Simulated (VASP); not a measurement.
A convergence study with VASP on CdS (wurtzite): one setting is varied, all else stays as given below, so the limit is that of these other settings.

```yaml
crystal:
  lattice:
    - [2.07000, -3.58534, 0.00000]
    - [2.07000, 3.58534, 0.00000]
    - [0.00000, 0.00000, 6.72000]
  atoms:
    - { symbol: Cd, position: [0.66667, 0.33333, 0.50000] }
    - { symbol: Cd, position: [0.33333, 0.66667, 0.00000] }
    - { symbol: S, position: [0.66667, 0.33333, 0.87700] }
    - { symbol: S, position: [0.33333, 0.66667, 0.37700] }
```

Calculation: LDA (Ceperley-Alder, Perdew-Zunger), VASP's LDA PAW potentials (set 64) (plane waves; VASP). The tightest run used: 600 eV cut-off, 5×5×3 Γ-centred mesh, Gaussian smearing of 0.010 eV, potentials Cd S.

Q: The settings run are ENCUT = 200; ENCUT = 300; ENCUT = 400; ENCUT = 500; ENCUT = 600. From which on does the highest Γ mode stay within 2 cm⁻¹ of the tightest run?

A: From ENCUT = 300 on: it is off by 0.3 there and by no more than 2 in any finer run, while ENCUT = 200 is off by 6.2.
| setting | highest Γ mode (cm⁻¹) | plane waves | difference judged (cm⁻¹) |
|---|---|---|---|
| ENCUT = 200 | 284.7 | 648 | 6.2 |
| ENCUT = 300 | 290.6 | 1188 | 0.3 |
| ENCUT = 400 | 291.2 | 1822 | 0.3 |
| ENCUT = 500 | 291.0 | 2553 | 0.1 |
| ENCUT = 600 | 290.9 | 3357 | 0.0 |

Left out are rungs that failed or repeat a setting and relaxations that didn't move; long series are thinned to 24 rows.

The compound is CdS in the wurtzite structure. The cell was not relaxed at this level.
